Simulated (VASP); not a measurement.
An input for Ansatz (written as the equivalent of a VASP run, and not itself run):

Ansatz 0.2 input:
```yaml
crystal:
  lattice:
    - [3.4624763, 0.0000000, 0.0000000]
    - [0.0000000, 3.4624763, 0.0000000]
    - [0.0000000, 0.0000000, 11.3950347]
  atoms:
    - { symbol: Ge, position: [0.0000000, 0.0000000, 0.5000000] }
    - { symbol: Ge, position: [0.5000000, 0.5000000, 0.0000000] }
    - { symbol: S, position: [0.0000000, 0.5000000, 0.8754775] }
    - { symbol: S, position: [0.0000000, 0.5000000, 0.3754775] }
    - { symbol: S, position: [0.5000000, 0.0000000, 0.6245225] }
    - { symbol: S, position: [0.5000000, 1.0000000, 0.1245225] }
kpoints:
  mp_grid: { grid: [6, 6, 2] }
hamiltonian:
  xc: pbesol
  pseudopotentials: { kind: paw }
scf:
  occupations: { method: gaussian, width: 0.05 }
  max_iter: 100
relax:
  max_steps: 60
  f_tol: 0.02
  cell: {}
output: { forces: true, stress: true, eigenvalues: true }
```

Q: Translate this input to VASP (INCAR, KPOINTS, POSCAR, choice of POTCAR).

A: Several could match; the one computed here: 
**POSCAR**
```
GeS2
1
    3.4624762675     0.0000000000     0.0000000000
    0.0000000000     3.4624762675    -0.0000000000
    0.0000000000    -0.0000000000    11.3950346790
Ge S
2 4
Direct
  0.0000000000   0.0000000000   0.5000000000
  0.5000000000   0.5000000000   0.0000000000
  0.0000000000   0.5000000000   0.8754775215
  0.0000000000   0.5000000000   0.3754775215
  0.5000000000   0.0000000000   0.6245224785
  0.5000000000   1.0000000000   0.1245224785
```

File KPOINTS:
```
Automatic mesh
0
Gamma
6 6 2
0 0 0
```

**INCAR**
```
! general
SYSTEM  = GeS2
PREC    = Accurate
ENCUT   = 400
LREAL   = F
LASPH   = T

! electronic loop
EDIFF   = 1E-6
NELM    = 100
ALGO    = Normal
LMAXMIX = 4

! smearing
ISMEAR  = 0
SIGMA   = 0.05

! functional
GGA     = PS

! ions
IBRION  = 2
NSW     = 60
ISIF    = 3
EDIFFG  = -0.02

! output
LWAVE   = F
LCHARG  = F
```

POTCAR, in this order: Ge_d S (PBE.64 set). Program: vasp_std.

What does not carry over: each code has its own PAW files, so the cut-off isn't converted (ENCUT is set for VASP's; basis.ecutwfc is left out, and Ansatz then takes the one that its files recommend); Ansatz stops its SCF on the density residual and VASP on the energy change (EDIFF).

The structure comes from a computed database's GeS2 entry (P4_2/nmc); how it stands against other phases isn't given here. This run relaxes it. Symmetry was kept, so distortions that lower it aren't found. The start is the result of an earlier pass.
